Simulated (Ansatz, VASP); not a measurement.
Ca2SiSe6 in VASP and in Ansatz

Contents of INCAR:

```
SYSTEM = Ca2SiSe6
ALGO = Normal
EDIFF = 1E-6
ENCUT = 520
GGA = PE
ISIF = 2
ISMEAR = 0
LASPH = .True.
LCHARG = .True.
LELF = .True.
LREAL = .False.
LVHAR = .True.
LWAVE = .False.
NBANDS = 40
NELM = 80
PREC = Accurate
SIGMA = 0.1
```

The input KPOINTS:

```
k-points
0
Gamma
  4 4 4
  0 0 0
```

The input POSCAR:

```
Ca2SiSe6
1.0
   -3.2362509200      3.2426575400      4.2006919800
    3.2362509200     -3.2426575400      4.2006919800
    3.2362509200      3.2426575400     -4.2006919800
Ca Si Se
2 1 6
Direct
    0.8835620700      0.0000000000      0.8835620700
    0.1164379300      0.0000000000      0.1164379300
    0.0000000000      0.5000000000      0.5000000000
    0.0000000000      0.5000000000      0.0000000000
    0.5000000000      0.5000000000      0.5000000000
    0.5000000000      0.0000000000      0.0000000000
    0.0000000000      0.0000000000      0.5000000000
    0.2942612700      0.0000000000      0.2942612700
    0.7057387300      0.0000000000      0.7057387300
```

Input for Ansatz:

```yaml
crystal:
  lattice:
    - [-3.23625092, 3.24265754, 4.20069198]
    - [3.23625092, -3.24265754, 4.20069198]
    - [3.23625092, 3.24265754, -4.20069198]
  atoms:
    - { symbol: Ca, position: [0.88356207, 0.0, 0.88356207] }
    - { symbol: Ca, position: [0.11643793, 0.0, 0.11643793] }
    - { symbol: Si, position: [0.0, 0.5, 0.5] }
    - { symbol: Se, position: [0.0, 0.5, 0.0] }
    - { symbol: Se, position: [0.5, 0.5, 0.5] }
    - { symbol: Se, position: [0.5, 0.0, 0.0] }
    - { symbol: Se, position: [0.0, 0.0, 0.5] }
    - { symbol: Se, position: [0.29426127, 0.0, 0.29426127] }
    - { symbol: Se, position: [0.70573873, 0.0, 0.70573873] }
basis:
  ecutwfc: 420
kpoints:
  mp_grid: { grid: [4, 4, 4] }
hamiltonian:
  xc: pbe
scf:
  occupations: { method: gaussian, width: 0.1 }
  lower_state_search: "off"
output:
  forces: true
  stress: true
  eigenvalues: true
```

Alike in both runs: task single point; functional PBE; k mesh 4 × 4 × 4; occupations gaussian, width 0.1 eV; no spin polarisation.

|  | VASP | Ansatz |
| --- | --- | --- |
| version | VASP 6.6.1 | Ansatz 0.2.0 |
| potentials or method | VASP PAW PBE potentials, release 64 (Ca_sv, Si, Se) | scalar-relativistic, plane waves, PAW |
| plane-wave cutoff (eV) | 520 | 420 |
| valence electrons in the cell | 60 | 120 |

Ansatz gave:

```
gap on the k mesh at the Fermi level (eV) : none
rms of the force components (eV/Å)        : 96.073
```

Task: Estimate VASP's values.

Result: gap on the k mesh at the Fermi level (eV): none; rms of the force components (eV/Å): 52.239.

Atom by atom the forces differ by 44.368 eV/Å (rms over components). A gap of «none» marks a metal or a gap that the smearing closes. With one functional, cell and mesh, what is left measures potentials, basis and numerics. The two sets of potentials don't hold the same shells in valence.

Caveats: forces of over 1 eV/Å show positions far from the minimum, so gaps and moduli don't describe the material at rest.
